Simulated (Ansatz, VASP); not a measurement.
# TiPd: VASP beside Ansatz

```
Ti Pd
1.0
     3.13702    0.00000    0.00000
     0.00000    3.13702    0.00000
     0.00000    0.00000    3.13702
Ti Pd
1 1
Direct
  0.50000 0.50000 0.50000
  0.00000 0.00000 0.00000
```

Change from the starting cell: volume scaled by 0.96, crystal datasets.

Alike in both runs: task electric field gradients; functional PBEsol; k mesh 13 × 13 × 13; occupations fermi-dirac, width 0.08 eV; no spin polarisation.

|  | VASP | Ansatz |
| --- | --- | --- |
| version | VASP 6.6.1 | Ansatz 0.2.0 |
| potentials or method | VASP PAW PBE potentials, release 64 (Ti_sv, Pd), cutoff 520 eV | all-electron PAW with datasets made for the crystal, scalar-relativistic |

Ansatz gave:

| Quantity | Value |
| --- | --- |
| pressure (GPa) | -0.6 |
| Vzz of the field gradient on the site that differs most (V/Å²) | 0.0 |

Q: Which values does VASP return?

A: Pressure (GPa): -0.7; Vzz of the field gradient on the site that differs most (V/Å²): 0.0.

Ansatz ran all-electron here, so the differences hold the error of VASP's frozen core and of both bases. Ansatz warned: «gradients_without_spin_orbit».

Caveats: the PAW data sets were made with another functional, which shifts forces and pressure a little (VASP).
